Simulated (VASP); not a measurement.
Crystal: MgSnO2.

```
CELL_PARAMETERS angstrom
-2.69248 2.69248 2.61452
2.69248 -2.69248 2.61452
2.69248 2.69248 -2.61452
ATOMIC_POSITIONS crystal
Mg 0.00000 0.00000 0.00000
Sn 0.50000 0.50000 0.00000
O 0.50000 0.00000 0.50000
O 0.00000 0.50000 0.50000
```

The cell was built by a generator and needn't be a form met in nature.

| Item | Value |
| --- | --- |
| Program | VASP 6.6.1 |
| Task | relaxation of cell and atoms |
| Functional | PBE |
| Potentials or basis | VASP PAW PBE potentials, release 64 (Mg, Sn_d, O) |
| Cutoff | 520 eV |
| k mesh | 4 × 4 × 4 |
| Occupations | gaussian, width 0.15 eV |
| Spin | no spin polarisation |

At the start: pressure -9.6 GPa; volume 18.95 Å³/atom.

Problem. Where does the relaxation end?

Solution. Over 14 steps the energy falls by 1176.8 meV/atom and the volume is 15.70 Å³/atom (-17.2 %); space group I4/mmm (No. 139, to 0.05 Å).

Step by step:
```
step  energy change (eV)  largest force (eV/Å)  pressure (GPa)  volume (Å³)
   1              0.0000                0.0000           -9.59        75.81
   2             -3.5392                0.0000           -6.57        62.96
   3            105.7684                0.0000         1424.86        24.82
   4             -2.8076                0.0000           -4.19        61.74
   5             -4.4431                0.0000            4.53        56.59
   6              6.4993                0.0000          170.27        40.08
   7             -4.4573                0.0000            9.99        56.04
   8             -4.4522                0.0000            8.32        55.35
   9             -4.6802                0.0000            2.31        60.56
  10             -4.7027                0.0000            0.90        62.94
  11             -4.7040                0.0000            1.00        62.53
  12             -4.7041                0.0000            1.09        62.33
  13             -4.7040                0.0000           -1.07        63.23
  14             -4.7074                0.0000           -0.07        62.79
```

Final structure:
```yaml
crystal:
  lattice:
    - [-2.18599, 2.18599, 3.28476]
    - [2.18599, -2.18599, 3.28476]
    - [2.18599, 2.18599, -3.28476]
  atoms:
    - { symbol: Mg, position: [0.00000, 0.00000, 0.00000] }
    - { symbol: Sn, position: [0.50000, 0.50000, 0.00000] }
    - { symbol: O, position: [0.50000, 0.00000, 0.50000] }
    - { symbol: O, position: [0.00000, 0.50000, 0.50000] }
```

Caveat: the volume moved by over 15 % at a fixed basis, so the end points are rough.
